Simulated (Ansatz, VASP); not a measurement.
# MoS2: VASP beside Ansatz, part 3 of 3

One calculation is typed for both programs; each brings its own data sets. How far apart do they land? The cell is taken from a series of runs on this material, whose earlier steps may have relaxed, scaled, displaced or heated it; both programs get it as it stands.

VASP 6.6.1 and Ansatz 0.2.0.

So far: Starting point; Ansatz: zone-centre phonons, LDA; VASP: zone-centre phonons, LDA.

**3. VASP: zone-centre phonons, LDA (continued)**

Level of this step: LDA, no spin polarisation; plane waves and PAW (Mo_sv, S) (VASP).

Numbers of over 12 decimals in the logs are rounded to 6 here.

From OUTCAR (step 3):

```text
ion  position               nearest neighbor table
   1  0.333  0.667  0.250-   4 2.38   6 2.38   4 2.38   6 2.38   4 2.38   6 2.38
   2  0.667  0.333  0.750-   3 2.38   5 2.38   3 2.38   5 2.38   3 2.38   5 2.38
   3  0.333  0.667  0.621-   2 2.38   2 2.38   2 2.38
   4  0.667  0.333  0.121-   1 2.38   1 2.38   1 2.38
   5  0.333  0.667  0.879-   2 2.38   2 2.38   2 2.38
   6  0.667  0.333  0.379-   1 2.38   1 2.38   1 2.38

  LATTYP: Found a hexagonal cell.
 ALAT       =     3.1222910216
 C/A-ratio  =     3.8680935439

 Subroutine GETGRP returns: Found 24 space group operations
 (whereof 12 operations were pure point group operations)

The static configuration has the point symmetry D_3d.
 The point group associated with its full space group is D_6h.

 Found     38 irreducible k-points:

   k-points           NKPTS =     38   k-points in BZ     NKDIM =     38   number of bands    NBANDS=     32

   dimension x,y,z NGX =    24 NGY =   24 NGZ =   90
   dimension x,y,z NGXF=    48 NGYF=   48 NGZF=  180

   ENCUT  =  500.0 eV  36.75 Ry    6.06 a.u.   5.69  5.69 22.02*2*pi/ulx,y,z

   NELECT =      52.0000    total number of electrons

 k-points in reciprocal lattice and weights: Automatic mesh
   0.00000000  0.00000000  0.00000000       0.002
   0.08333333  0.00000000  0.00000000       0.014
   0.16666667  0.00000000  0.00000000       0.014
   0.25000000  0.00000000  0.00000000       0.014
   0.33333333  0.00000000  0.00000000       0.014
   0.41666667  0.00000000  0.00000000       0.014
   0.50000000  0.00000000  0.00000000       0.007
   0.08333333  0.08333333  0.00000000       0.014
   0.16666667  0.08333333  0.00000000       0.028
[...]
0.33333333  0.25000000  0.33333333       0.056
   0.33333333  0.33333333  0.33333333       0.009

 average (electrostatic) potential at core
       1 -74.1596       2 -74.1596       3 -84.3817       4 -84.3817       5 -84.3817
       6 -84.3817

  Total       -0.0056399     -0.0056399     -0.0576561     -0.0000000      0.0000000      0.0000000
[...]
2     0.00000     0.56577     0.00000
    3    -0.00000    -0.00000     0.40164

 Eigenvectors and eigenvalues of the dynamical matrix
 ----------------------------------------------------

   1 f  =   14.243728 THz    89.495980 2PiTHz  475.119612 cm-1    58.907298 meV
             X         Y         Z           dx          dy          dz
      0.000000  1.802656  3.019328     0.000000    0.000000   -0.442797
      1.561146  0.901328  9.057985    -0.000000   -0.000000    0.442797
      0.000000  1.802656  7.503810     0.000000    0.000000   -0.389828
      1.561146  0.901328  1.465153    -0.000000   -0.000000    0.389828
      0.000000  1.802656 10.612160     0.000000    0.000000   -0.389828
      1.561146  0.901328  4.573503    -0.000000   -0.000000    0.389828

   2 f  =   14.113418 THz    88.677218 2PiTHz  470.772937 cm-1    58.368379 meV
             X         Y         Z           dx          dy          dz
      0.000000  1.802656  3.019328    -0.000000   -0.000000    0.447687
      1.561146  0.901328  9.057985    -0.000000   -0.000000    0.447687
      0.000000  1.802656  7.503810     0.000000    0.000000   -0.387025
      1.561146  0.901328  1.465153     0.000000    0.000000   -0.387025
      0.000000  1.802656 10.612160     0.000000    0.000000   -0.387025
      1.561146  0.901328  4.573503     0.000000    0.000000   -0.387025

   3 f  =   12.376241 THz    77.762219 2PiTHz  412.826979 cm-1    51.183999 meV
             X         Y         Z           dx          dy          dz
      0.000000  1.802656  3.019328    -0.000000   -0.000000    0.000000
      1.561146  0.901328  9.057985    -0.000000   -0.000000    0.000000
      0.000000  1.802656  7.503810     0.000000    0.000000   -0.500000
      1.561146  0.901328  1.465153     0.000000    0.000000   -0.500000
      0.000000  1.802656 10.612160     0.000000    0.000000    0.500000
      1.561146  0.901328  4.573503     0.000000    0.000000    0.500000

   4 f  =   12.257318 THz    77.014997 2PiTHz  408.860103 cm-1    50.692169 meV
             X         Y         Z           dx          dy          dz
      0.000000  1.802656  3.019328    -0.000000   -0.000000   -0.000000
      1.561146  0.901328  9.057985     0.000000    0.000000   -0.000000
      0.000000  1.802656  7.503810    -0.000000   -0.000000    0.500000
      1.561146  0.901328  1.465153     0.000000    0.000000   -0.500000
      0.000000  1.802656 10.612160    -0.000000   -0.000000   -0.500000
      1.561146  0.901328  4.573503     0.000000    0.000000    0.500000

   5 f  =   11.656782 THz    73.241723 2PiTHz  388.828405 cm-1    48.208556 meV
             X         Y         Z           dx          dy          dz
      0.000000  1.802656  3.019328    -0.447752    0.000021   -0.000000
      1.561146  0.901328  9.057985    -0.447752    0.000021    0.000000
      0.000000  1.802656  7.503810     0.386987   -0.000018    0.000000
      1.561146  0.901328  1.465153     0.386987   -0.000018    0.000000
      0.000000  1.802656 10.612160     0.386987   -0.000018   -0.000000
      1.561146  0.901328  4.573503     0.386987   -0.000018   -0.000000

   6 f  =   11.656782 THz    73.241723 2PiTHz  388.828405 cm-1    48.208556 meV
             X         Y         Z           dx          dy          dz
      0.000000  1.802656  3.019328    -0.000021   -0.447752    0.000000
      1.561146  0.901328  9.057985    -0.000021   -0.447752    0.000000
      0.000000  1.802656  7.503810     0.000018    0.386987    0.000000
      1.561146  0.901328  1.465153     0.000018    0.386987    0.000000
      0.000000  1.802656 10.612160     0.000018    0.386987    0.000000
      1.561146  0.901328  4.573503     0.000018    0.386987   -0.000000

   7 f  =   11.641272 THz    73.144269 2PiTHz  388.311037 cm-1    48.144411 meV
             X         Y         Z           dx          dy          dz
      0.000000  1.802656  3.019328     0.446537   -0.000013    0.000000
      1.561146  0.901328  9.057985    -0.446537    0.000013   -0.000000
      0.000000  1.802656  7.503810     0.387689   -0.000011    0.000000
      1.561146  0.901328  1.465153    -0.387689    0.000011   -0.000000
      0.000000  1.802656 10.612160     0.387689   -0.000011   -0.000000
      1.561146  0.901328  4.573503    -0.387689    0.000011    0.000000

   8 f  =   11.641272 THz    73.144269 2PiTHz  388.311037 cm-1    48.144411 meV
             X         Y         Z           dx          dy          dz
      0.000000  1.802656  3.019328     0.000013    0.446537    0.000000
      1.561146  0.901328  9.057985    -0.000013   -0.446537   -0.000000
      0.000000  1.802656  7.503810     0.000011    0.387689    0.000000
      1.561146  0.901328  1.465153    -0.000011   -0.387689   -0.000000
      0.000000  1.802656 10.612160     0.000011    0.387689   -0.000000
      1.561146  0.901328  4.573503    -0.000011   -0.387689    0.000000

   9 f  =    8.695462 THz    54.635200 2PiTHz  290.049397 cm-1    35.961526 meV
             X         Y         Z           dx          dy          dz
      0.000000  1.802656  3.019328     0.000000   -0.000000    0.000000
      1.561146  0.901328  9.057985     0.000000   -0.000000    0.000000
      0.000000  1.802656  7.503810     0.500000    0.000006   -0.000000
      1.561146  0.901328  1.465153     0.500000    0.000006   -0.000000
      0.000000  1.802656 10.612160    -0.500000   -0.000006    0.000000
      1.561146  0.901328  4.573503    -0.500000   -0.000006    0.000000

  10 f  =    8.695462 THz    54.635200 2PiTHz  290.049397 cm-1    35.961526 meV
             X         Y         Z           dx          dy          dz
      0.000000  1.802656  3.019328     0.000000   -0.000000   -0.000000
      1.561146  0.901328  9.057985     0.000000   -0.000000    0.000000
      0.000000  1.802656  7.503810     0.000006   -0.500000    0.000000
      1.561146  0.901328  1.465153     0.000006   -0.500000    0.000000
      0.000000  1.802656 10.612160    -0.000006    0.500000    0.000000
      1.561146  0.901328  4.573503    -0.000006    0.500000   -0.000000

  11 f  =    8.615838 THz    54.134910 2PiTHz  287.393437 cm-1    35.632229 meV
             X         Y         Z           dx          dy          dz
      0.000000  1.802656  3.019328     0.000000    0.000000   -0.000000
      1.561146  0.901328  9.057985     0.000000    0.000000    0.000000
      0.000000  1.802656  7.503810     0.500000    0.000005   -0.000000
      1.561146  0.901328  1.465153    -0.500000   -0.000005    0.000000
      0.000000  1.802656 10.612160    -0.500000   -0.000005    0.000000
      1.561146  0.901328  4.573503     0.500000    0.000005   -0.000000

  12 f  =    8.615838 THz    54.134910 2PiTHz  287.393437 cm-1    35.632229 meV
             X         Y         Z           dx          dy          dz
      0.000000  1.802656  3.019328    -0.000000    0.000000    0.000000
      1.561146  0.901328  9.057985     0.000000    0.000000    0.000000
      0.000000  1.802656  7.503810     0.000005   -0.500000    0.000000
      1.561146  0.901328  1.465153    -0.000005    0.500000   -0.000000
      0.000000  1.802656 10.612160    -0.000005    0.500000   -0.000000
      1.561146  0.901328  4.573503     0.000005   -0.500000    0.000000

  13 f  =    1.712804 THz    10.761864 2PiTHz   57.132987 cm-1     7.083584 meV
             X         Y         Z           dx          dy          dz
      0.000000  1.802656  3.019328    -0.000000   -0.000000    0.551299
      1.561146  0.901328  9.057985     0.000000   -0.000000   -0.551299
      0.000000  1.802656  7.503810     0.000000   -0.000000   -0.313105
      1.561146  0.901328  1.465153    -0.000000   -0.000000    0.313105
      0.000000  1.802656 10.612160     0.000000   -0.000000   -0.313105
      1.561146  0.901328  4.573503    -0.000000   -0.000000    0.313105
    [... 43 further lines ...]
      0.000000  1.802656 10.612160     0.059802    0.310910    0.000000
      1.561146  0.901328  4.573503     0.059802    0.310910    0.000000

 MACROSCOPIC STATIC DIELECTRIC TENSOR IONIC CONTRIBUTION
 ------------------------------------------------------
           0.212580     0.000000    -0.000000
           0.000000     0.212580     0.000000
          -0.000000     0.000000     0.073090
 ------------------------------------------------------

 ELASTIC MODULI CONTR FROM IONIC RELAXATION (kBar)
 Direction    XX          YY          ZZ          XY          YZ          ZX
 --------------------------------------------------------------------------------
 XX        -434.5615   -276.7569   -977.1854      0.0000      0.0000     -0.0000
 YY        -276.7569   -434.5615   -977.1854     -0.0000      0.0000      0.0000
 ZZ        -977.1854   -977.1854  -2684.8492     -0.0000      0.0000      0.0000
 XY           0.0000     -0.0000     -0.0000    -78.9023     -0.0000     -0.0000
 YZ          -0.0000     -0.0000      0.0000     -0.0000  -1465.4449      0.0000
 ZX          -0.0000      0.0000      0.0000     -0.0000      0.0000  -1155.9398
 --------------------------------------------------------------------------------

 PIEZOELECTRIC TENSOR IONIC CONTR  for field in x, y, z        (C/m^2)
          XX          YY          ZZ          XY          YZ          ZX
  --------------------------------------------------------------------------------
  x    -0.00000     0.00000     0.00000    -0.00000     0.00000     0.00000
  y     0.00000    -0.00000     0.00000     0.00000    -0.00000     0.00000
  z    -0.00000    -0.00000    -0.00000    -0.00000     0.00000     0.00000
```

This run has no spin polarisation, so a moment on Mo, if there is one, isn't seen. Energies printed during the response cycles are not total energies of the cell. The dielectric response converges more slowly with the mesh than energies do, so tensor and charges may still move on a finer one.

**4. Differences**

Known differences besides the potentials themselves: fixed occupations in Ansatz, narrow Gaussian smearing in VASP; VASP's response is taken on the typed mesh, Ansatz refines its own for the field response alone; the cutoff is 420 eV in Ansatz and 500 eV in VASP; VASP's log shows a relativistic correction to its local exchange, Ansatz's none. Total energies have different zeros and are not compared.

Both answers:

```
                                     quantity  Ansatz   VASP  difference
                                        ε∞ xx   15.42  15.38     +0.24 %
                                        ε∞ yy   15.42  15.38     +0.24 %
                                        ε∞ zz    7.38   7.36     +0.29 %
Born charge of Mo1 (mean of the diagonal) (e)   -1.05  -1.02       -0.02
 Born charge of S3 (mean of the diagonal) (e)    0.52   0.51       +0.01
                   optical mode 1 to 2 (cm⁻¹)    35.2   35.7        -0.5
                        optical mode 3 (cm⁻¹)    55.5   57.1     -2.77 %
                   optical mode 4 to 5 (cm⁻¹)   287.8  287.4     +0.15 %
                   optical mode 6 to 7 (cm⁻¹)   290.4  290.0     +0.13 %
                   optical mode 8 to 9 (cm⁻¹)   388.6  388.3     +0.08 %
                 optical mode 10 to 11 (cm⁻¹)   389.1  388.8     +0.07 %
                       optical mode 12 (cm⁻¹)   409.3  408.9     +0.11 %
                       optical mode 13 (cm⁻¹)   413.6  412.8     +0.18 %
                       optical mode 14 (cm⁻¹)   470.6  470.8     -0.03 %
                       optical mode 15 (cm⁻¹)   474.6  475.1     -0.12 %
```

Modes are paired by rising frequency, not by their patterns, so a pair may set unlike modes beside each other; they are those without the splitting of longitudinal modes.

**5. Summary of results**

```yaml
r_m_s_difference_of_the_optical_zone_centre_modes_each_program_s_sorted_by_frequency_zone_centre_phonons_lda: 0.58 cm⁻¹
difference_in_optical_mode_3_zone_centre_phonons_lda: -2.8 %
```

In words: The r.m.s. difference of the optical zone-centre modes, each program's sorted by frequency is 0.58 cm⁻¹ (zone-centre phonons, LDA). Among the rows given in per cent, the largest difference of the zone-centre phonons, LDA pair is in optical mode 3, -2.8 %. How closely two codes agree says nothing of how well the functional describes the real material.

[Lines on the potential files, build, host, timing and source positions are cut from VASP's logs without a mark.]

[Logs are printed without paths, hosts, clocks, repeated set-up lines and the standing remarks that a program may print on its own settings, such as how far it seeks lower states.]

[Hosts, paths, dates, database ids (printed as entryN), source tags and the programs' standing remarks are cut or masked in the printed files.]
